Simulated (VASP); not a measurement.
VASP runs on WSi₂ (space group I4/mmm) share one base input (PBE GGA, plane waves, VASP's PBE PAW potentials (set 64)) and change the settings named in each case.

KPOINTS:
```
K-points
0
Gamma
 10 10 10
0 0 0
```

INCAR:
```
# general
SYSTEM  = WSi2
PREC    = Accurate
ENCUT   = 300
LREAL   = .FALSE.
LASPH   = .TRUE.

# electronic loop
EDIFF   = 1E-6
NELM    = 100
ALGO    = Normal
LMAXMIX = 6

# smearing
ISMEAR  = -1
SIGMA   = 0.1

# functional
GGA     = PE

# ions
ISIF    = 2

# output
LWAVE   = .FALSE.
LCHARG  = .FALSE.
```

### POSCAR
```
WSi2
7.830
 -0.2049808429   0.2049808429   0.5000000000
  0.2049808429  -0.2049808429   0.5000000000
  0.2049808429   0.2049808429  -0.5000000000
Si W
2 1
Cartesian
 -0.0000000000   0.0000000000   0.6650000000
  0.0000000000  -0.0000000000   0.3350000000
  0.0000000000   0.0000000000   0.0000000000
```

POTCAR, in this order: Si W_sv (PBE.64 set). Program: vasp_std.

| change | E(σ→0) (eV/atom) | pressure (GPa) | largest force (eV/Å) | −TS (eV) |
|---|---|---|---|---|
| base run | -8.2615 | 3.46 | 0.121 | -0.0123 |
| GGA = PS | -8.8737 | [?] | [?] | [?] |
| GGA_COMPAT = .FALSE., LNONCOLLINEAR = .TRUE., LSORBIT = .TRUE., MAGMOM = 0.0 0.0 0.0 0.0 0.0 0.0 0.0 0.0 0.0, program vasp_ncl | -8.5209 | [?] | [?] | -0.0123 |
| KPOINTS 3×3×3 Γ-centred mesh | -8.1281 | 6.16 | 0.523 | -0.0492 |

Task: Complete the blanks.

Result: 
- GGA = PS, pressure (GPa): -1.55
- GGA = PS, largest force (eV/Å): 0.069
- GGA = PS, −TS (eV): -0.0122
- GGA_COMPAT = .FALSE., LNONCOLLINEAR = .TRUE., LSORBIT = .TRUE., MAGMOM = 0.0 0.0 0.0 0.0 0.0 0.0 0.0 0.0 0.0, program vasp_ncl, pressure (GPa): 3.75
- GGA_COMPAT = .FALSE., LNONCOLLINEAR = .TRUE., LSORBIT = .TRUE., MAGMOM = 0.0 0.0 0.0 0.0 0.0 0.0 0.0 0.0 0.0, program vasp_ncl, largest force (eV/Å): 0.128

Energies of different potentials or functionals have different zeros.  Unless said otherwise, spin-orbit coupling is left out, though it shifts the bands of the heavy elements here. At 300 eV the pressure can carry a Pulay error.

Left out are runs that ran out of time, are held back, or changed the cell or the kind of run, fixed moments of cells without a moment, rows past the twelfth, gaps on odd meshes, pressures of charged cells and columns that move by less than the noise.

The structure is a typed WSi2 crystal. The cell was not relaxed at this level, forces remain on its atoms.
